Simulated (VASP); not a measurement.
Here is the system:

```yaml
crystal:
  lattice:
    - [-3.07319, 3.07319, 3.07319]
    - [3.07319, -3.07319, 3.07319]
    - [3.07319, 3.07319, -3.07319]
  atoms:
    - { symbol: Cs, position: [0.00000, 0.00000, 0.00000] }
```

Method: PBE GGA, VASP's PBE PAW potentials (set 64) (plane waves; VASP). Settings: 480 eV cut-off, 8×8×8 Γ-centred mesh, first-order Methfessel-Paxton smearing of 0.10 eV, potentials Cs_sv.

Unless said otherwise, spin-orbit coupling is left out, though it shifts the bands of the heavy elements here.

**Question.** What does the run give for the energy per atom (σ→0), band gap (on the k-mesh) with the smallest direct gap where there is one?

**Answer.** 
| Property | Value |
|---|---|
| band gap (on the k-mesh) | none (metal, semimetal or under 0.01 eV) |
| energy per atom (σ→0) | -81.4 kJ/mol of atoms |

The absolute energy has meaning only against runs of the same code, potentials and settings.

The compound is Cs in the bcc structure. It was relaxed first.
